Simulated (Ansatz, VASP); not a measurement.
# BP: VASP beside Ansatz, part 2 of 2

Aim: how closely do two programs agree when they are given the same cell, functional and k mesh? The cell is taken from a series of runs on this material, whose earlier steps may have relaxed, scaled, displaced or heated it; both programs get it as it stands.

VASP 6.6.1 and Ansatz 0.2.0.

So far: The starting structure; VASP: zone-centre phonons, LDA.

**3. Ansatz: zone-centre phonons, LDA**

Level of this step: Ansatz beside VASP: Kohn-Sham DFT, plane waves, LDA (Ansatz).

Ansatz runs on norm-conserving files, of PseudoDojo where its log says so.

The same cell, functional (in two slightly different forms) and mesh now go to Ansatz, which takes its cutoff from its data sets.

Contents of input.yaml:

```yaml
crystal:
  lattice:
    - [-2.2467003215, 0.0, 2.2467003215]
    - [0.0, 2.2467003215, 2.2467003215]
    - [-2.2467003215, 2.2467003215, 0.0]
  atoms:
    - { symbol: B, position: [0.0, 0.0, 0.0] }
    - { symbol: P, position: [0.25, 0.25, 0.25] }
kpoints:
  mp_grid: { grid: [8, 8, 8] }
hamiltonian:
  xc: lda
  pseudopotentials: { kind: nc, accuracy: standard }
scf:
  occupations: { method: fixed }
output:
  eigenvalues: true
phonons:
  method: dfpt
  dielectric: true
  rigid_motions: translations
  qmesh: [4, 4, 4]
  temperatures: { t_max: 1000, t_step: 50 }
  qpath:
    path:
      - [[0.0, 0.0, 0.0], [0.0, 0.5, 0.5], [0.0, 0.625, 0.375]]
      - [[-0.375, 0.375, 0.0], [0.0, 0.0, 0.0], [0.0, 0.5, 0.0], [-0.25, 0.5, 0.25], [0.0, 0.5, 0.5]]
    npoints: 12
```

On the command line:

```
> ansatz run input.yaml --threads 2 --pin off --max-ram 4096MiB --backend cpu --events-out ev --progress --plain --runs-dir out
```

The program printed:

```text
Warning: phonons: the dynamical matrix that this run interpolates holds no multipole term above the dipole-dipole one, and a site of this crystal is no centre of inversion, so its interpolated transverse optical and acoustic branches and sound speeds can stay off near Gamma, and the density of states and the thermodynamics with them. What a run solves at a wave vector of phonons.qpoints, Gamma apart, where the deck admits one, is free of this, and under fd what a larger phonons.supercell samples
Engine: ansatz 0.2.0, aarch64-unknown-linux-gnu
Pseudopotentials: kind: nc
Pseudopotential: B, nc, valence charge 3, recommended cutoff 1034.032677 eV (normal), B.nc.azcp (PseudoDojo's, or run here from an input of PseudoDojo's; its table is named by hamiltonian.pseudopotentials.accuracy)
Pseudopotential: P, nc, valence charge 5, recommended cutoff 653.07327 eV (normal), P.nc.azcp (PseudoDojo's, or run here from an input of PseudoDojo's; its table is named by hamiltonian.pseudopotentials.accuracy)
Functional definition: SPW92
  exchange = slater_x
  correlation = pw_c
Crystal: 2 atoms, lattice volume = 22.681 Å³
Basis set: ecut = 1034.032677 eV, 1687 PW (Γ), exchange–correlation on 72×72×72 points (8 copies of the dense FFT grid, shifted against one another)
Bands: 8, of which v1, the nominal top of the filled ones, is band 4 counted from 1 (3 counted from 0)
Symmetry: 24 space group operations
k-points: 95 of 512 (irreducible under 4 space group operations, time reversal used)
Non-local potential: B, projectors of the file, l = 0: 2, l = 1: 2
Non-local potential: P, projectors of the file, l = 0: 2, l = 1: 2, l = 2: 2
Initial density: superposition of atomic densities (chi_scale 0.1, normalization cell, long waves kept (reshape's long-wave potential 0.00 eV rms))
Initial wavefunctions: pseudopotential atomic-orbital guess
Functional: x = slater, c = lda
SCF iter   1: F=—  HF=-271.525411 eV  |F-HF|=—  |Δ(HF+E_count)|=         —  Δρ=9.97e-2  dr2=2.53e0  ethr=3.10e-3  ⟨swp⟩=4.1  Hψ=5497  notcnv=0  defer=160
preconditioner: auto → none  [insulator: Δε(μ)=2.054 eV  Ē_g=13.129 eV  n_scr=0 (ndim 8)  ℏωp=22.1 eV  f_vac=0.000  ε∞_Penn≈3.8]
SCF iter   2: F=—  HF=-270.693400 eV  |F-HF|=—  |Δ(HF+E_count)|=   8.32e-1  Δρ=3.08e-2  dr2=1.61e-1  ethr=3.10e-3  ⟨swp⟩=3.1  Hψ=2280  notcnv=0  defer=161
SCF iter   3: F=—  HF=-270.647232 eV  |F-HF|=—  |Δ(HF+E_count)|=   4.62e-2  Δρ=1.19e-2  dr2=1.93e-2  ethr=2.01e-3  ⟨swp⟩=3.0  Hψ=1332  notcnv=0  defer=179
SCF iter   4: F=—  HF=-270.642402 eV  |F-HF|=—  |Δ(HF+E_count)|=   4.83e-3  Δρ=1.54e-3  dr2=2.37e-4  ethr=2.41e-4  ⟨swp⟩=3.1  Hψ=1261  notcnv=0  defer=179
SCF iter   5: F=—  HF=-270.642382 eV  |F-HF|=—  |Δ(HF+E_count)|=   1.96e-5  Δρ=7.77e-5  dr2=8.24e-7  ethr=2.96e-6  ⟨swp⟩=1.9  Hψ=898  notcnv=0  defer=179
SCF iter   6: F=—  HF=-270.642383 eV  |F-HF|=—  |Δ(HF+E_count)|=   1.66e-7  Δρ=9.85e-6  dr2=9.38e-9  ethr=1.03e-8  ⟨swp⟩=2.6  Hψ=1093  notcnv=0  defer=92
SCF iter   7: F=—  HF=-270.642383 eV  |F-HF|=—  |Δ(HF+E_count)|=  3.55e-10  Δρ=8.92e-7  dr2=2.35e-10  ethr=1.17e-10  ⟨swp⟩=2.5  Hψ=1141  notcnv=0  defer=92
SCF iter   8: F=-270.642383 eV  HF=-270.642383 eV  |F-HF|=1.14e-12  |Δ(HF+E_count)|=  9.47e-11  Δρ=8.51e-8  dr2=1.74e-12  ethr=1.25e-12  ⟨swp⟩=8.8  Hψ=5598  notcnv=0
SCF 1 converged in 8 iterations: F = -270.642383 eV  dr2 = 1.74e-12
NSCF: frozen V_eff on 13 k-points
DFPT response loops at Γ: preconditioner auto → none (the input reference at scf.mixing.eps_inf says where Resta's filter doesn't serve); β = 0.50; Broyden in place of MSR1
── the response to a field inside a basis, on 8×8×8 k-points: an SCF that follows is theirs, and a resumed run solves both again ──
Bands: 5, of which v1, the nominal top of the filled ones, is band 4 counted from 1 (3 counted from 0)
k-points: 60 of 512 (irreducible under 6 space group operations, time reversal used)
Initial density: handed on by an earlier stage of this run
Initial wavefunctions: pseudopotential atomic-orbital guess (no wavefunctions were taken with the density)
Eigensolver: Dense (60 Hₖ)
SCF iter   1: F=—  HF=-270.644342 eV  |F-HF|=—  |Δ(HF+E_count)|=         —  Δρ=8.95e-5  dr2=1.54e-6  ethr=1.00e-1
preconditioner: auto → none  [insulator: Δε(μ)=1.504 eV  Ē_g=9.952 eV  n_scr=0 (ndim 8)  ℏωp=22.1 eV  f_vac=0.000  ε∞_Penn≈5.9]
SCF iter   2: F=—  HF=-270.644341 eV  |F-HF|=—  |Δ(HF+E_count)|=   3.67e-7  Δρ=3.55e-5  dr2=1.68e-7  ethr=1.93e-8
SCF iter   3: F=-270.644341 eV  HF=-270.644341 eV  |F-HF|=1.87e-9  |Δ(HF+E_count)|=   4.03e-9  Δρ=9.48e-6  dr2=1.03e-8  ethr=2.09e-9
SCF 1 converged in 3 iterations: F = -270.644341 eV  dr2 = 1.03e-8
DFPT response loops at Γ: mixed as the last ones told, above
WARN: field response: ε∞ stands inside a basis, on 8×8×8 points; the force constants stand on the 8×8×8 k-mesh, whose period is 12.11 times the interband length at k = (0.0000, 0.0000, 0.0000), direct gap 3.434 eV, under 14: take them and everything formed from them as unconverged, and compare with a denser kpoints.mp_grid
NSCF: frozen V_eff on 29 k-points
NSCF: frozen V_eff on 576 k-points
DFPT response loops at q = (0, 0, 0.25) (fractional): mixed as the last ones told, above
NSCF: frozen V_eff on 300 k-points
[...]
SCF converged after 8 iterations
Free energy (F): -270.642383 eV
Harris-Foulkes:  -270.642383 eV  (|F-HF|=1.14e-12)
Internal energy: -270.642383 eV  (E = F + TS)
E sigma→0 (E₀):  -270.642383 eV
Fermi energy:    9.426574 eV
--- Per-component energies (eV) ---
  E_band       = 22.805654
  E_kinetic    = 128.542618
  E_local      = -65.921024  (includes V_loc(G=0)·N_el)
  E_nonlocal   = 29.220963
  E_hartree    = 16.741231
  E_xc         = -90.901000
  E_vxc        = -102.519355  (∫ρ·V_xc dr)
  E_ewald      = -288.325171
  E_smearing   = -0.000000  (= −TS)
  E_closure    = -0.000000  (closes the sum)
  Σ components = -270.642383   (vs F -270.642383, Δ=0.00e0)
--- Band table (eV; the first three rows and the last of 95) ---
  k-point 0: bands = ["-6.2348", "9.4266", "9.4266", "9.4266", "12.8609", "12.8609", "12.8609", "17.2215"]
  k-point 1: bands = ["-5.9472", "7.5568", "8.9906", "8.9906", "13.4185", "13.4616", "13.4616", "17.9434"]
  k-point 2: bands = ["-5.1021", "4.5177", "8.2914", "8.2914", "13.5461", "14.2268", "14.2268", "19.1839"]
  k-point 94: bands = ["-1.2536", "0.7899", "5.2169", "5.2169", "10.6922", "10.9660", "21.6390", "21.6390"]
--- Phonons (Γ-DFPT): 2 representative perturbations + reference, on 95 of 512 k-points (Σ response iterations 6) ---
  k mesh reduced under 4 symmetry operations, with k and −k counted as one. Each operation leaves every solved perturbation unchanged. A smaller set is not considered because the run solves the response to a homogeneous field
  ASR residual: 5.570e-5 → 0.000e0 eV/Å²; symmetrization residual: 1.235e-6 eV/Å²
  ASR residual per site (eV/Å²): 5.57e-5 3.32e-5
  Γ frequencies (cm⁻¹): 0.00 0.00 0.00 818.04 818.04 818.04
  ε∞ (high-frequency dielectric tensor):
        9.139220     0.000000     0.000000
        0.000000     9.139220    -0.000000
        0.000000    -0.000000     9.139220
  ε⁰ (static dielectric tensor: ions relaxed, cell fixed):
        9.299596     0.000000     0.000000
        0.000000     9.299596    -0.000000
        0.000000    -0.000000     9.299596
  ε⁰ − ε∞ (ionic part):
        0.160375     0.000000    -0.000000
        0.000000     0.160375    -0.000000
       -0.000000    -0.000000     0.160375
  softest optical mode at Γ: 818.04 cm⁻¹; the repairs (sum rule, projections) moved no ω² at Γ by more than (1.26 cm⁻¹)²
  Born effective charges Z* (e; rows j = field, columns β = displacement):
    site 0:
        -0.62961   -0.00000    0.00000
         0.00000   -0.62961    0.00000
         0.00000    0.00000   -0.62961
    site 1:
         0.62961    0.00000   -0.00000
        -0.00000    0.62961   -0.00000
        -0.00000   -0.00000    0.62961
  Z* charge neutrality: 2.129e-4 e pre-enforcement
  solved inside a basis spanned on kpoints, on 8×8×8 k-points, its susceptibility summed on 12×12×12: ε∞ is read to err by 3.1e-2, Z* by 5.5e-3 e (field_mesh: kpoints solves on kpoints); Z* is corrected for what the basis lacks
  optical modes at Γ without the LO–TO term, one row a degenerate level:
      ω (cm⁻¹)  modes    IR ((D/Å)²/amu)
        818.04      3             3.4238
  optical modes at Γ + LO–TO along q̂ = [1.0000, 0.0000, 0.0000]:
      ω (cm⁻¹)  modes    IR ((D/Å)²/amu)
        818.04      2             2.2825
        825.18      1             1.1413
  optical modes at Γ + LO–TO along q̂ = [0.0000, 1.0000, 0.0000]:
      ω (cm⁻¹)  modes    IR ((D/Å)²/amu)
        818.04      2             2.2825
        825.18      1             1.1413
  optical modes at Γ + LO–TO along q̂ = [0.0000, 0.0000, 1.0000]:
      ω (cm⁻¹)  modes    IR ((D/Å)²/amu)
        818.04      2             2.2825
        825.18      1             1.1413
--- Phonons (arbitrary-q DFPT): 8 irreducible q on the 4×4×4 mesh ---
  q = [0.0000, 0.0000, 0.0000] (star 1, of the zone-centre solve; hermiticity 1.25e-7, symmetrization 1.08e-15): -0.00 0.00 0.00 818.04 818.04 818.04
  q = [0.0000, 0.0000, 0.2500] (star 8, 2 solved perturbations on 288 of 512 k-point pairs; hermiticity 7.34e-8, symmetrization 7.69e-15): 178.77 178.77 350.68 791.50 791.50 807.41
  q = [0.0000, 0.0000, -0.5000] (star 4, 2 solved perturbations on 150 of 512 k-point pairs; hermiticity 3.81e-8, symmetrization 3.46e-15): 223.65 223.65 515.77 772.55 778.92 778.92
  q = [0.0000, 0.2500, 0.2500] (star 6, 4 solved perturbations in 528 linear systems a pass and spin channel, the states on 164 of 512 k-point pairs; hermiticity 5.56e-8, symmetrization 4.16e-15): 240.64 240.64 366.74 762.26 762.26 820.43
  q = [0.0000, 0.2500, -0.5000] (star 24, 4 solved perturbations in 1600 linear systems a pass and spin channel, the states on 512 of 512 k-point pairs; hermiticity 3.77e-8, symmetrization 5.37e-15): 284.42 367.14 463.68 714.75 742.91 801.63
  q = [0.0000, 0.2500, -0.2500] (star 12, 4 solved perturbations in 904 linear systems a pass and spin channel, the states on 288 of 512 k-point pairs; hermiticity 4.27e-8, symmetrization 7.65e-15): 262.76 357.27 417.28 726.90 754.71 803.54
  q = [0.0000, -0.5000, -0.5000] (star 3, 4 solved perturbations in 308 linear systems a pass and spin channel, the states on 95 of 512 k-point pairs; hermiticity 4.72e-8, symmetrization 3.60e-15): 312.58 312.58 534.87 725.28 725.28 800.74
  q = [0.2500, -0.5000, -0.2500] (star 6, 4 solved perturbations in 502 linear systems a pass and spin channel, the states on 164 of 512 k-point pairs; hermiticity 3.80e-8, symmetrization 2.60e-15): 370.18 417.42 442.56 680.52 725.17 797.74
  sum rule: each row above includes the acoustic sum rule's correction from the zone centre's row sums; it moved no ω² by more than (1.18 cm⁻¹)²
  mesh force constants: q→R imaginary residual 1.35e-18; ASR residual 5.570e-5 → 0.000e0 eV/Å²; symmetrization residual 1.066e-14 eV/Å²
  interpolated dispersion: 75 rows × 6 modes
  density of states and harmonic sums: on the 24×24×24 q-mesh, interpolated from the force constants of a 4×4×4 supercell (with the dipole–dipole term)
  largest difference from the sums on the solved wave vectors: F 7.53e-3 eV, S 1.15e-5 and C_V 4.02e-6 eV/K
  zero-point energy: 0.204929 eV/cell   skipped modes (ω ≤ 0): 3   left out of the sums: 3.62e-5 of the cell's modes: C_V's classical limit lies that fraction below 3 k_B per atom; for a crystal, a wire or a layer, F and S can be off by more, and a phonons.interpolated_qmesh denser along its periods is the remedy for the sampling
```

The column dr2 measures how far the density is from self-consistency, as an energy; F and HF (Harris–Foulkes) agree once it is small.

**4. Comparison**

Known differences besides the potentials themselves: fixed occupations in Ansatz, narrow Gaussian smearing in VASP; VASP's run holds the zone centre alone; VASP's response is taken on the typed mesh, Ansatz refines its own for the field response alone; the cutoff is 1034.03 eV in Ansatz and 500 eV in VASP; VASP's log shows a relativistic correction to its local exchange, Ansatz's none. Total energies have different zeros and are not compared.

The two programs side by side:

```tsv
quantity	Ansatz	VASP	difference
ε∞ xx	9.14	9.51	-3.93 %
ε∞ yy	9.14	9.51	-3.93 %
ε∞ zz	9.14	9.51	-3.93 %
Born charge of B1 (mean of the diagonal) (e)	-0.63	-0.61	-0.02
Born charge of P2 (mean of the diagonal) (e)	0.63	0.61	+0.02
optical mode 1 to 3 (cm⁻¹)	818.0	817.5	+0.07 %
```

Modes are paired by rising frequency, not by their patterns, so a pair may set unlike modes beside each other; they are those without the splitting of longitudinal modes.

**5. Results**

```json
{
  "r.m.s. difference of the optical zone-centre modes, each program's sorted by frequency (zone-centre phonons, LDA)": "0.59 cm⁻¹",
  "difference in ε∞ xx (zone-centre phonons, LDA)": "-3.9 %"
}
```

**Reading.** The r.m.s. difference of the optical zone-centre modes, each program's sorted by frequency is 0.59 cm⁻¹ (zone-centre phonons, LDA). Among the rows given in per cent, the largest difference of the zone-centre phonons, LDA pair is in ε∞ xx, -3.9 %. How closely two codes agree says nothing of how well the functional describes the real material.

[Lines on the potential files, build, host, timing and source positions are cut from VASP's logs without a mark.]

[Logs are printed without paths, hosts, clocks, repeated set-up lines and the standing remarks that a program may print on its own settings, such as how far it seeks lower states.]

[Hosts, paths, dates, database ids (printed as entryN), source tags and the programs' standing remarks are cut or masked in the printed files.]
